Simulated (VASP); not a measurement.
Input of a VASP 6.6.1 run:

File INCAR:

```
ALGO     = Normal         # electronic algorithm
EDIFF    = 1E-7           # SCF threshold, eV
ENCUT    = 520            # plane-wave cutoff, eV
GGA      = PE             # functional
ISIF     = 2              # what is computed and relaxed
ISMEAR   = -1             # smearing method
LASPH    = True           # aspherical terms in the spheres
LCHARG   = False          # write CHGCAR
LREAL    = False          # projectors in reciprocal space
LWAVE    = False          # write WAVECAR
NBANDS   = 22             # bands
NELM     = 80             # most SCF steps
PREC     = Accurate       # precision mode
SIGMA    = 0.05           # smearing width, eV
```

KPOINTS

```
k-points
0
Gamma
  6 6 6
```

The input POSCAR:

```
SrB3Pt
1.0
    4.5405600000      0.0000000000      0.0000000000
    0.0000000000      4.5405600000      0.0000000000
    0.0000000000      0.0000000000      4.5405600000
Sr B Pt
1 3 1
Direct
    0.0000000000      0.0000000000      0.0000000000
    0.5000000000      0.0000000000      0.0000000000
    0.0000000000      0.5000000000      0.0000000000
    0.0000000000      0.0000000000      0.5000000000
    0.5000000000      0.5000000000      0.5000000000
```

Potentials or basis: VASP PAW PBE potentials, release 64 (Sr_sv, B, Pt).

The run is started by

```console
$ cat potpaw_PBE.64/Sr_sv/POTCAR potpaw_PBE.64/B/POTCAR potpaw_PBE.64/Pt/POTCAR > POTCAR
$ mpirun -np 1 vasp_std > vasp.out
```

(1) Predict the band gap on the k mesh.

(2) Predict the pressure.

Answers

(1) none (metal or under the smearing width).

(2) 0.4 GPa.
